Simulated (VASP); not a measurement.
A run of VASP 6.6.1 is set up as follows.

The input INCAR:

```
PREC = Accurate
ENCUT = 600
EDIFF = 1E-6
ISMEAR = 0
SIGMA = 0.1
LREAL = False
LASPH = True
NELM = 100
ALGO = Fast
ISIF = 3
LWAVE = False
LCHARG = False
GGA = PE
IBRION = 2
NSW = 90
EDIFFG = -0.04
```

KPOINTS

```
regular mesh
0
Gamma
  6 6 2
```

Contents of POSCAR:

```
Sr2Mo
1.0
    4.0663141000      0.0000000000      0.0000000000
   -2.0331570500      3.5215313100      0.0000000000
    0.0000000000      0.0000000000      8.9879125200
Sr Mo
2 1
Direct
    0.6666666700      0.3333333300      0.6931391900
    0.3333333300      0.6666666700      0.3068608100
    0.0000000000      0.0000000000      0.0000000000
```

Potentials or basis: VASP PAW PBE potentials, release 64 (Sr_sv, Mo_sv).

The run is started by

```sh
$ cat potpaw_PBE.64/Sr_sv/POTCAR potpaw_PBE.64/Mo_sv/POTCAR > POTCAR
$ mpirun -np 1 vasp_std > vasp.out
```

Task: Predict the space group after relaxing (to 0.05 Å).

Result: P-3m1 (No. 164).

Task: What does it give for the band gap on the k mesh?

Result: None (metal or under the smearing width).

Task: What does it give for the relaxed volume?

Result: 32.20 Å³/atom.

Task: Predict the relaxed cell.

Result: a = 3.570 Å, b = 3.570 Å, c = 8.754 Å, α = 90.00°, β = 90.00°, γ = 120.00°.

Forces in eV/Å, atoms in the order of the input:
```
Sr   0.000  0.000 -0.020
Sr   0.000  0.000  0.020
Mo   0.000  0.000  0.000
```

Caveat: the volume moved by over 15 % at a fixed basis, so the end points are rough.
